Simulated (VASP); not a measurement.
Given:

```yaml
crystal:
  lattice:
    - [3.84556, 0.00000, 0.00000]
    - [-1.92278, 3.33035, 0.00000]
    - [0.00000, 0.00000, 44.03169]
  atoms:
    - { symbol: Zn, position: [0.66667, 0.33333, 0.07150] }
    - { symbol: Zn, position: [0.33333, 0.66667, 0.57150] }
    - { symbol: Zn, position: [0.00000, 0.00000, 0.64290] }
    - { symbol: Zn, position: [0.00000, 0.00000, 0.14290] }
    - { symbol: Zn, position: [0.33333, 0.66667, 0.78570] }
    - { symbol: Zn, position: [0.66667, 0.33333, 0.28570] }
    - { symbol: Zn, position: [0.00000, 0.00000, 0.35720] }
    - { symbol: Zn, position: [0.00000, 0.00000, 0.85720] }
    - { symbol: Zn, position: [0.66667, 0.33333, 0.92860] }
    - { symbol: Zn, position: [0.33333, 0.66667, 0.42860] }
    - { symbol: Zn, position: [0.33333, 0.66667, 0.21430] }
    - { symbol: Zn, position: [0.66667, 0.33333, 0.71430] }
    - { symbol: Zn, position: [0.33333, 0.66667, 0.00000] }
    - { symbol: Zn, position: [0.66667, 0.33333, 0.50000] }
    - { symbol: S, position: [0.33333, 0.66667, 0.48200] }
    - { symbol: S, position: [0.66667, 0.33333, 0.98200] }
    - { symbol: S, position: [0.33333, 0.66667, 0.05360] }
    - { symbol: S, position: [0.66667, 0.33333, 0.55360] }
    - { symbol: S, position: [0.66667, 0.33333, 0.33930] }
    - { symbol: S, position: [0.33333, 0.66667, 0.83930] }
    - { symbol: S, position: [0.00000, 0.00000, 0.41070] }
    - { symbol: S, position: [0.00000, 0.00000, 0.91070] }
    - { symbol: S, position: [0.66667, 0.33333, 0.76780] }
    - { symbol: S, position: [0.33333, 0.66667, 0.26780] }
    - { symbol: S, position: [0.00000, 0.00000, 0.19640] }
    - { symbol: S, position: [0.00000, 0.00000, 0.69640] }
    - { symbol: S, position: [0.66667, 0.33333, 0.12500] }
    - { symbol: S, position: [0.33333, 0.66667, 0.62500] }
```

Method: LDA (Ceperley-Alder, Perdew-Zunger), VASP's LDA PAW potentials (set 64) (plane waves; VASP). Numerical set-up: LREAL = Auto, 300 eV cut-off, 7×7×1 Γ-centred mesh shifted by (0.5, 0.5, 0.5), Gaussian smearing of 0.010 eV, potentials Zn S.

At this cut-off the stress carries a Pulay error, which pulls relaxed volumes low.

Give the stress tensor in GPa (positive for a compressed cell).

```
-5.94   0.00   0.00
 0.00  -5.94   0.00
 0.00   0.00  -6.02
```
The pressure is its mean diagonal, -5.96 GPa.

The structure comes from a computed database's ZnS entry; how it stands against other phases isn't given here. The cell was not relaxed at this level.
